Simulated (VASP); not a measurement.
Input:

```yaml
crystal:
  lattice:
    - [1.81484, -3.14340, 0.00000]
    - [1.81484, 3.14340, 0.00000]
    - [0.00000, 0.00000, 5.82561]
  atoms:
    - { symbol: Zr, position: [0.00000, 0.00000, 0.00000] }
    - { symbol: S, position: [0.33333, 0.66667, 0.24949] }
    - { symbol: S, position: [0.66667, 0.33333, 0.75051] }
```

Calculation: PBEsol GGA, VASP's PBE PAW potentials (set 64) (plane waves; VASP 6.6.1). Numerical set-up: 480 eV cut-off, 6×6×4 Γ-centred mesh, Gaussian smearing of 0.050 eV, potentials Zr_sv S.

Without a dispersion term in the relaxation, distances and binding between the weakly bound layers, chains or molecules are unreliable, and so is what depends on them.

Each row applies one change to this cell, which was relaxed at other settings and keeps the small stress of the first row; at a fixed cut-off the stress holds a Pulay part, so it need not integrate to ΔE exactly. Stress is in GPa, positive when the cell is compressed; gaps are those on the k-mesh, and 0.00 means metallic.

| change | ΔE (meV/atom) | σxx | σyy | σzz | largest shear component, with its sign (GPa) | largest force (eV/Å) | gap (eV) |
|---|---|---|---|---|---|---|---|
| none | 0.0 | 0.04 | 0.04 | 0.07 | 0.00 | 0.021 | 0.72 |
| biaxial strain of +4.0 % in the xy plane with the ions relaxed | [?] | [?] | [?] | [?] | [?] | [?] | [?] |
| isotropic strain of -0.5 % | 1.8 | 1.65 | 1.65 | 1.44 | 0.00 | 0.161 | 0.70 |
| shear strain γ_yz = +3.0 % | 5.0 | -0.71 | 1.00 | 0.20 | -2.45 | 0.326 | 0.61 |
| biaxial strain of -1.5 % in the xz plane with the ions relaxed | 3.7 | 2.34 | 0.58 | 0.74 | 0.03 | 0.005 | 0.53 |
| biaxial strain of -1.0 % in the yz plane | [?] | [?] | [?] | [?] | [?] | [?] | [?] |
| isotropic strain of -1.0 % | 6.8 | 3.37 | 3.37 | 2.91 | 0.00 | 0.350 | 0.69 |
| atom 1 (Zr) moved by 0.200 Å along y | 26.2 | 0.61 | 1.62 | 2.00 | -1.54 | 0.949 | 0.98 |

Question: Complete the blanks.

Answer: 
- biaxial strain of -1.0 % in the yz plane, ΔE (meV/atom): 3.5
- biaxial strain of -1.0 % in the yz plane, σxx: 1.36
- biaxial strain of -1.0 % in the yz plane, σyy: 2.71
- biaxial strain of -1.0 % in the yz plane, σzz: 2.13
- biaxial strain of -1.0 % in the yz plane, largest shear component, with its sign (GPa): -0.32
- biaxial strain of -1.0 % in the yz plane, largest force (eV/Å): 0.246
- biaxial strain of -1.0 % in the yz plane, gap (eV): 0.69
- biaxial strain of +4.0 % in the xy plane with the ions relaxed, ΔE (meV/atom): 30.8
- biaxial strain of +4.0 % in the xy plane with the ions relaxed, σxx: -5.37
- biaxial strain of +4.0 % in the xy plane with the ions relaxed, σyy: -5.37
- biaxial strain of +4.0 % in the xy plane with the ions relaxed, σzz: -0.09
- biaxial strain of +4.0 % in the xy plane with the ions relaxed, largest shear component, with its sign (GPa): 0.00
- biaxial strain of +4.0 % in the xy plane with the ions relaxed, largest force (eV/Å): 0.005
- biaxial strain of +4.0 % in the xy plane with the ions relaxed, gap (eV): 1.02

Failed runs are left out, and for metals the shear rows, which the mesh's noise covers.

The compound is ZrS2 in the 1T layered structure.
